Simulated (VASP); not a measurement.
Computed with revPBE GGA, VASP's PBE PAW potentials (set 64) (plane waves; VASP 6.6.1). For the first row: Numerical set-up: 520 eV cut-off, 7×7×7 Γ-centred mesh, Gaussian smearing of 0.050 eV, potentials Sn_d Te.

```json
[
 {"system": "SnTe (rock salt)", "energy (eV/atom)": "-3.4832"},
 {"system": "Sn atom", "energy (eV/atom)": "-0.7397"},
 {"system": "Te atom", "energy (eV/atom)": "-0.7868"}
]
```

Atoms are spin-polarised in a large box without symmetry, with the spin fixed by Hund's rule, and may not be in the lowest state of each functional; no zero-point energy is added.  Spin-orbit coupling is left out, which shifts such energies by up to tenths of an eV for the heavy elements here.

Q: What is the cohesive energy per atom of SnTe?

A: The references average (1×(-0.7397) + 1×(-0.7868))/2 = -0.7632 eV, so the cohesive energy is -0.7632 − (-3.4832) = 2.720 eV/atom.
